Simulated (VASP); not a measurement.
An input for Quantum ESPRESSO's pw.x (written as the equivalent of a VASP run, and not itself run):

```
&CONTROL
  calculation = 'scf'
  pseudo_dir = './pseudo'
  outdir = './out'
  tprnfor = .true.
  tstress = .true.
/
&SYSTEM
  ibrav = 0
  nat = 2
  ntyp = 1
  ecutwfc = 78
  occupations = 'tetrahedra'
  input_dft = 'pbe'
/
&ELECTRONS
  conv_thr = 7.3e-09
  electron_maxstep = 100
/
ATOMIC_SPECIES
  Ge 72.630 Ge.upf
CELL_PARAMETERS angstrom
     0.0000000    2.8743122    2.8743122
     2.8743122    0.0000000    2.8743122
     2.8743122    2.8743122    0.0000000
ATOMIC_POSITIONS crystal
  Ge   0.0000000  0.0000000  0.0000000
  Ge   0.2500000  0.2500000  0.2500000
K_POINTS automatic
  12 12 12 0 0 0
```

Write the VASP files for the same calculation (PBE).

Several could match; the one computed here: 
File KPOINTS:
```
Automatic mesh
0
Gamma
12 12 12
0 0 0
```

### INCAR
```
SYSTEM = Ge
PREC = Accurate; ENCUT = 400; LREAL = .False.
LASPH = .True.
EDIFF = 1E-7; NELM = 100; ALGO = Normal
LMAXMIX = 4
ISMEAR = -5
GGA = PE
ISIF = 2
LWAVE = .False.; LCHARG = .True.; LORBIT = 11
NEDOS = 601
```

**POSCAR**
```
Ge
4.0648910
  0.0000000000   0.7071068415   0.7071068415
  0.7071068415   0.0000000000   0.7071068415
  0.7071068415   0.7071068415   0.0000000000
Ge
2
Cartesian
  0.0000000000   0.0000000000   0.0000000000
  0.3535534207   0.3535534207   0.3535534207
```

POTCAR, in this order: Ge_d (PBE.64 set). Program: vasp_std.

What does not carry over: the potentials are each code's own (VASP's PAW set, PseudoDojo norm-conserving files in pw.x), so ENCUT and ecutwfc are chosen apart and not converted; conv_thr bounds pw.x's estimated SCF error, while EDIFF bounds the energy change between steps.

The compound is Ge in the diamond structure. It was relaxed first.
